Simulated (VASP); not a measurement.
Data:

```yaml
crystal:
  lattice:
    - [-1.70987, 1.70987, 1.70987]
    - [1.70987, -1.70987, 1.70987]
    - [1.70987, 1.70987, -1.70987]
  atoms:
    - { symbol: Li, position: [0.00000, 0.00000, 0.00000] }
```

These are optB88-vdW, VASP's PBE PAW potentials (set 64) (plane waves; VASP) values and carry that method's errors. Settings: 520 eV cut-off, Gaussian smearing of 0.050 eV, potentials Li_sv.

Q: Estimate the band gap (along the path) with the smallest direct gap where there is one.

A: 
| Item | Value |
|---|---|
| band gap (along the path) | none (metal, semimetal or under 0.01 eV) |

The compound is Li in the bcc structure. It was relaxed first, which changed the volume by -6 %.
